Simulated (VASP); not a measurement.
Input for VASP

### POSCAR
```
WSe2
1
    1.6723944833    -2.8966718845     0.0000000000
    1.6723944833     2.8966718845     0.0000000000
    0.0000000000     0.0000000000    13.0365646165
W Se
2 4
Direct
  0.3333330000   0.6666670000   0.2500000000
  0.6666670000   0.3333330000   0.7500000000
  0.3333330000   0.6666670000   0.8819030488
  0.6666670000   0.3333330000   0.3819030488
  0.6666670000   0.3333330000   0.1180969512
  0.3333330000   0.6666670000   0.6180969512
```

INCAR:
```
SYSTEM = WSe2
PREC = Accurate; ENCUT = 520; LREAL = .FALSE.
LASPH = .TRUE.
EDIFF = 1E-7; NELM = 100; ALGO = Normal
LMAXMIX = 6
ISMEAR = 0; SIGMA = 0.05
GGA = PE; IVDW = 12
IBRION = 2; NSW = 30; ISIF = 4
EDIFFG = -0.01
LWAVE = .FALSE.; LCHARG = .FALSE.
```

**KPOINTS**
```
kpoints
0
Gamma
 8 8 2
0 0 0
```

POTCAR, in this order: W_sv Se (PBE.64 set). Program: vasp_std.

**Question.** Translate this PBE-D3(BJ) calculation to Quantum ESPRESSO's pw.x.

**Answer.** One equivalent input (not run):
```
&CONTROL
  calculation = 'vc-relax'
  pseudo_dir = './pseudo'
  outdir = './out'
  tprnfor = .true.
  tstress = .true.
  nstep = 30
  forc_conv_thr = 0.00039
/
&SYSTEM
  ibrav = 0
  nat = 6
  ntyp = 2
  ecutwfc = 86
  occupations = 'smearing'
  smearing = 'gaussian'
  degauss = 0.003675
  input_dft = 'pbe'
  vdw_corr = 'grimme-d3'
  dftd3_version = 4
  dftd3_threebody = .false.
/
&ELECTRONS
  conv_thr = 7.3e-09
  electron_maxstep = 100
/
&IONS
/
&CELL
  cell_dofree = 'shape'
/
ATOMIC_SPECIES
  W 183.840 W.upf
  Se 78.971 Se.upf
CELL_PARAMETERS angstrom
     1.6723945   -2.8966719    0.0000000
     1.6723945    2.8966719    0.0000000
     0.0000000    0.0000000   13.0365646
ATOMIC_POSITIONS crystal
  W    0.3333330  0.6666670  0.2500000
  W    0.6666670  0.3333330  0.7500000
  Se   0.3333330  0.6666670  0.8819030
  Se   0.6666670  0.3333330  0.3819030
  Se   0.6666670  0.3333330  0.1180970
  Se   0.3333330  0.6666670  0.6180970
K_POINTS automatic
  8 8 2 0 0 0
```
What does not carry over: the potentials are each code's own (VASP's PAW set, PseudoDojo norm-conserving files in pw.x), so ENCUT and ecutwfc are chosen apart and not converted; conv_thr bounds pw.x's estimated SCF error, while EDIFF bounds the energy change between steps; forc_conv_thr acts on force components and is met together with etot_conv_thr.

The compound is WSe2 in the 2H layered structure. This cell is one point of a volume scan, at 1.06 of the reference volume. Symmetry was kept, so distortions that lower it aren't found.
